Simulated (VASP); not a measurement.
Input:

```
Tl
1.0
    1.79225    -3.10427     0.00000
    1.79225     3.10427     0.00000
    0.00000     0.00000     5.62604
Tl
2
Direct
  0.33333   0.66667   0.25000
  0.66667   0.33333   0.75000
```

The numbers are results of PW91 GGA, VASP's PBE PAW potentials (set 64) (plane waves; VASP), not measurements. Numerical set-up: 520 eV cut-off, Gaussian smearing of 0.050 eV, potentials Tl_d.

Unless said otherwise, spin-orbit coupling is left out, though it shifts the bands of the heavy elements here.

Q: Estimate the band gap (along the path) with the smallest direct gap where there is one.

A: 
| Property | Value |
|---|---|
| band gap (along the path) | none (metal, semimetal or under 0.01 eV) |

Only differences to runs with the same potentials and settings are physical.

The compound is Tl in the hcp structure. It was relaxed first, which changed the volume by +9 %.
